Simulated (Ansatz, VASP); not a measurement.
# Cross-check of CeO2 between VASP and Ansatz, part 2 of 2

Wanted: the spread between two codes on one cell, functional and k mesh. Of the first pair: The cell is taken from a series of runs on this material, whose earlier steps may have relaxed, scaled, displaced or heated it; both programs get it as it stands.

VASP 6.6.1 and Ansatz 0.2.0.

So far: The starting structure; VASP: relaxation of cell and atoms, PBEsol; Ansatz: relaxation of cell and atoms, PBEsol; Comparison.

## Step 5: Ansatz: relaxation, PBEsol

Level of this step: Ansatz beside VASP: Kohn-Sham DFT, plane waves, PBEsol (Ansatz).

This run makes the geometry at which the two programs are then compared. This pair takes another cell of the material, with 6 atoms against 3 for the pair before.

The structure compared here is the end of the Ansatz relaxation.

input.yaml

```yaml
crystal:
  lattice:
    - [3.817374, 0.0, 0.0]
    - [0.0, 3.817374, 0.0]
    - [0.0, 0.0, 5.398582]
  atoms:
    - { symbol: Ce, position: [0.0, 0.0, 0.0] }
    - { symbol: Ce, position: [0.5, 0.5, 0.5] }
    - { symbol: O, position: [0.5, 0.0, 0.25] }
    - { symbol: O, position: [0.5, 0.0, 0.75] }
    - { symbol: O, position: [0.0, 0.5, 0.75] }
    - { symbol: O, position: [0.0, 0.5, 0.25] }
kpoints:
  mp_grid: { grid: [7, 7, 5] }
scf:
  occupations: { method: fermi_dirac, width: 0.02 }
hamiltonian:
  xc: pbesol
  pseudopotentials: { kind: paw, azcp: { folder: soft_1 }, xc_functional: pbe }
basis:
  ecutwfc: 600
output:
  forces: true
  stress: true
relax:
  f_tol: 0.005
  max_steps: 70
  cell: { stress_tol: 0.02, p_target: 0, fix: [c, alpha, beta, gamma] }
```

On the command line:

```sh
> ansatz run input.yaml --threads 4 --pin off --max-ram 10240MiB --backend cpu --events-out ev --progress --plain --runs-dir out
```

Numbers of over 12 decimals in the logs are rounded to 6 here.

Output:

```text
[...]
Crystal: 6 atoms, lattice volume = 78.670 Å³
Basis set: ecut = 600 eV, 2661 PW (Γ), exchange–correlation on 64×64×90 points (8 copies of the dense FFT grid, shifted against one another)
Bands: 43, of which v1, the nominal top of the filled ones, is band 24 counted from 1 (23 counted from 0)
Symmetry: 32 space group operations
[...]
k-points: 30 of 245
[...]
cell:  # Å, volume = 78.6700 Å³
    - [3.817374, 0.0, 0.0]
    - [0.0, 3.817374, 0.0]
    - [0.0, 0.0, 5.398582]
  atoms:
    - { symbol: Ce, position: [0.0, 0.0, 0.0] }
    - { symbol: Ce, position: [0.500000, 0.500000, 0.500000] }
    - { symbol: O, position: [0.500000, 0.0, 0.250000] }
    - { symbol: O, position: [0.500000, 0.0, 0.750000] }
    - { symbol: O, position: [0.0, 0.500000, 0.750000] }
    - { symbol: O, position: [0.0, 0.500000, 0.250000] }
[key lines of the parts left out:]
SCF converged after 5 iterations
Free energy (F): -15224.253763 eV
Fermi energy:    11.764115 eV
P = ⅓ Tr σ = -0.0105 GPa (-0.105 kbar)
```

## Step 6: VASP: single point, PBEsol, pair 2

The same cell, functional, mesh and smearing now go to VASP, with its own data sets.

INCAR

```
SYSTEM = CeO2
PREC = Accurate
ENCUT = 600
EDIFF = 1E-06
NELM = 200
ISMEAR = -1
SIGMA = 0.02
LREAL = .FALSE.
ALGO = Normal
GGA = PS
NBANDS = 30
LASPH = .TRUE.
LORBIT = 11
LWAVE = .FALSE.
LCHARG = .FALSE.
ISIF = 2
GGA_COMPAT = .FALSE.
EFERMI = MIDGAP
LMAXMIX = 6
KPAR = 2
```

POSCAR

```
CeO2
1.0
    3.8173740000      0.0000000000      0.0000000000
    0.0000000000      3.8173740000      0.0000000000
    0.0000000000      0.0000000000      5.3985820000
Ce O
2 4
Direct
    0.0000000000      0.0000000000      0.0000000000
    0.5000000000      0.5000000000      0.5000000000
    0.5000000000      0.0000000000      0.2500000000
    0.5000000000      0.0000000000      0.7500000000
    0.0000000000      0.5000000000      0.7500000000
    0.0000000000      0.5000000000      0.2500000000
```

KPOINTS

```
Automatic mesh
0
Gamma
7 7 5
0 0 0
```

PAW data sets: Ce and O (PBE family, release 64).

On the command line:

```sh
> mpirun -np 2 vasp_std
```

Output:

```text
[banner, memory and clock lines left out]
running    2 mpi-ranks, on    1 nodes
[...]
[... a notice as in an earlier step ...]

 LDA part: xc-table for (Slater+PW92), standard interpolation
 POSCAR, INCAR and KPOINTS ok, starting setup
[...]
entering main loop
       N       E                     dE             d eps       ncg     rms          rms(c)
DAV:   1     0.585522353340E+03    0.58552E+03   -0.23422E+04  1800   0.235E+03
DAV:   2     0.121150881130E+03   -0.46437E+03   -0.42858E+03  2088   0.413E+02
DAV:   3    -0.430475915961E+02   -0.16420E+03   -0.16043E+03  2512   0.209E+02
DAV:   4    -0.642149162741E+02   -0.21167E+02   -0.21022E+02  2956   0.747E+01
[...]
DAV:  19    -0.550977829795E+02    0.36969E-05   -0.22904E-04  2764   0.111E-01    0.191E-02
DAV:  20    -0.550977789339E+02    0.40456E-05   -0.40636E-05  2968   0.485E-02    0.103E-02
DAV:  21    -0.550977789695E+02   -0.35629E-07   -0.22783E-06  1952   0.102E-02
   1 F= -.55097779E+02 E0= -.55097779E+02  d E =-.201530E-22
```

OUTCAR, selected parts (step 6):

```text
  Total       -0.0757625     -0.0757625     -0.0766708      0.0000000      0.0000000      0.0000000
  in kB       -1.5429646     -1.5429646     -1.5614630      0.0000000      0.0000000      0.0000000
  external PRESSURE =      -1.5491307 kB  Pullay stress =       0.0000000 kB

 POSITION                                       TOTAL-FORCE (eV/Angst)
 -----------------------------------------------------------------------------------
      0.00000      0.00000      0.00000         0.000000     -0.000000     -0.000000
      1.90869      1.90869      2.69929        -0.000000     -0.000000     -0.000000
      1.90869      0.00000      1.34965         0.000000      0.000000     -0.000000
      1.90869      0.00000      4.04894        -0.000000      0.000000     -0.000000
      0.00000      1.90869      4.04894        -0.000000      0.000000      0.000000
      0.00000      1.90869      1.34965         0.000000     -0.000000      0.000000
 -----------------------------------------------------------------------------------
    total drift:                                0.000000     -0.000000      0.000000

  FREE ENERGIE OF THE ION-ELECTRON SYSTEM (eV)
  ---------------------------------------------------
  free  energy   TOTEN  =       -55.0977789695 eV

  energy  without entropy=      -55.0977789695  energy(sigma->0) =      -55.09777897

[... 3 further parts left out ...]
[key lines of the parts left out:]
E-fermi :   6.2763
```

The run ends at a pressure of -0.15 GPa.

## Step 7: Side by side

What differs besides the data sets and the points named for the pairs above, as far as they apply: Ansatz's pressure holds a Pulay correction, VASP's none. Total energies have different zeros and are not compared.

Both answers:

| quantity | Ansatz | VASP | difference |
| --- | --- | --- | --- |
| pressure (GPa) | -0.01 | -0.15 | +0.14 |
| gap on the k mesh (eV) | 1.978 | 1.981 | -0.003 |

A gap on the mesh is an upper bound, since the band edges may lie between its points.

## Step 8: Ansatz: relaxation, PBEsol

This run makes the geometry at which the two programs are then compared. The cell compared in this pair holds 77.84 Å³, against 78.67 Å³ for the pair before.

The structure compared here is the end of the Ansatz relaxation.

input.yaml, as its differences from that of step 5:

```diff
@@ -2,5 +2,5 @@
   lattice:
-    - [3.817374, 0.0, 0.0]
-    - [0.0, 3.817374, 0.0]
-    - [0.0, 0.0, 5.398582]
+    - [3.83646087, 0.0, 0.0]
+    - [0.0, 3.83646087, 0.0]
+    - [0.0, 0.0, 5.29061036]
   atoms:
```

On the command line:

```sh
> ansatz run input.yaml --threads 4 --pin off --max-ram 10240MiB --backend cpu --events-out ev --progress --plain --runs-dir out
```

Output:

```text
[...]
Crystal: 6 atoms, lattice volume = 77.869 Å³
Basis set: ecut = 600 eV, 2621 PW (Γ), exchange–correlation on 64×64×90 points (8 copies of the dense FFT grid, shifted against one another)
Bands: 43, of which v1, the nominal top of the filled ones, is band 24 counted from 1 (23 counted from 0)
Symmetry: 32 space group operations
[...]
k-points: 30 of 245
[...]
cell:  # Å, volume = 77.8371 Å³
    - [3.835663, 0, 0.0]
    - [0, 3.835663, 0.0]
    - [0.0, 0.0, 5.29061036]
  atoms:
    - { symbol: Ce, position: [0, 0, 0] }
    - { symbol: Ce, position: [0.500000, 0.500000, 0.5] }
    - { symbol: O, position: [0.500000, 0, 0.25] }
    - { symbol: O, position: [0.500000, 0, 0.750000] }
    - { symbol: O, position: [0, 0.500000, 0.750000] }
    - { symbol: O, position: [0, 0.500000, 0.25] }
[key lines of the parts left out:]
SCF converged after 6 iterations
Free energy (F): -15224.223194 eV
Fermi energy:    11.967341 eV
P = ⅓ Tr σ = 2.0781 GPa (20.781 kbar)
```

## Step 9: VASP: single point, PBEsol, pair 3

The same cell, functional, mesh and smearing now go to VASP, with its own data sets.

INCAR is that of step 6.

POSCAR, as its differences from that of step 6:

```diff
@@ -2,5 +2,5 @@
 1.0
-    3.8173740000      0.0000000000      0.0000000000
-    0.0000000000      3.8173740000      0.0000000000
-    0.0000000000      0.0000000000      5.3985820000
+    3.8356632364      0.0000000000      0.0000000000
+    0.0000000000      3.8356632364      0.0000000000
+    0.0000000000      0.0000000000      5.2906103600
 Ce O
```

KPOINTS is that of step 6.

On the command line:

```sh
> mpirun -np 2 vasp_std
```

Output:

```text
[... set-up lines as in an earlier step ...]
 entering main loop
       N       E                     dE             d eps       ncg     rms          rms(c)
DAV:   1     0.589241651212E+03    0.58924E+03   -0.23680E+04  1808   0.237E+03
DAV:   2     0.111574598230E+03   -0.47767E+03   -0.44114E+03  2168   0.412E+02
DAV:   3    -0.449207695320E+02   -0.15650E+03   -0.15205E+03  2612   0.214E+02
DAV:   4    -0.642065987256E+02   -0.19286E+02   -0.19151E+02  2976   0.694E+01
[...]
DAV:  20    -0.550662277037E+02    0.17213E-04   -0.44400E-05  2634   0.522E-02    0.180E-02
DAV:  21    -0.550662215668E+02    0.61369E-05   -0.72117E-05  2740   0.588E-02    0.803E-03
DAV:  22    -0.550662209530E+02    0.61377E-06   -0.15655E-06  1524   0.954E-03
   1 F= -.55066221E+02 E0= -.55066221E+02  d E =-.247232E-22
```

OUTCAR, selected parts (step 9):

```text
  Total       -0.0760428     -0.0760428      2.9541773      0.0000000     -0.0000000     -0.0000000
  in kB       -1.5652434     -1.5652434     60.8079576      0.0000000     -0.0000000     -0.0000000
  external PRESSURE =      19.2258236 kB  Pullay stress =       0.0000000 kB

 POSITION                                       TOTAL-FORCE (eV/Angst)
 -----------------------------------------------------------------------------------
      0.00000      0.00000      0.00000        -0.000000     -0.000000     -0.000000
      1.91783      1.91783      2.64531         0.000000      0.000000     -0.000000
      1.91783      0.00000      1.32265        -0.000000     -0.000000      0.000000
      1.91783      0.00000      3.96796        -0.000000     -0.000000     -0.000000
      0.00000      1.91783      3.96796        -0.000000      0.000000      0.000000
      0.00000      1.91783      1.32265         0.000000      0.000000      0.000000
 -----------------------------------------------------------------------------------
    total drift:                                0.000000      0.000000     -0.000000

  FREE ENERGIE OF THE ION-ELECTRON SYSTEM (eV)
  ---------------------------------------------------
  free  energy   TOTEN  =       -55.0662209530 eV

  energy  without entropy=      -55.0662209530  energy(sigma->0) =      -55.06622095

[... 1 part as in an earlier step ...]

[... 2 further parts left out ...]
[key lines of the parts left out:]
E-fermi :   6.4278
```

The run ends at a pressure of 1.92 GPa.

## Step 10: Differences

Both answers:

| quantity | Ansatz | VASP | difference |
| --- | --- | --- | --- |
| pressure (GPa) | 2.08 | 1.92 | +0.16 |
| gap on the k mesh (eV) | 1.974 | 1.977 | -0.003 |

A gap on the mesh is an upper bound, since the band edges may lie between its points.

## Step 11: What came out

* difference in volume (relaxation of cell and atoms, PBEsol): 0.071 %
* difference in gap on the k mesh (single point, PBEsol, pair 2): -0.0032 eV
* difference in gap on the k mesh (single point, PBEsol, pair 3): -0.0030 eV

The difference in volume is 0.071 % (relaxation of cell and atoms, PBEsol), within the 1.2 % picked in this series as the mark of a large difference, as far as the stopping tolerances let one tell. 5 further runs of this series are not shown here. How closely two codes agree says nothing of how well the functional describes the real material.

[Lines on the potential files, build, host, timing and source positions are cut from VASP's logs without a mark.]

[Logs are printed without paths, hosts, clocks, repeated set-up lines and the standing remarks that a program may print on its own settings, such as how far it seeks lower states.]

[Hosts, paths, dates, database ids (printed as entryN), source tags and the programs' standing remarks are cut or masked in the printed files.]
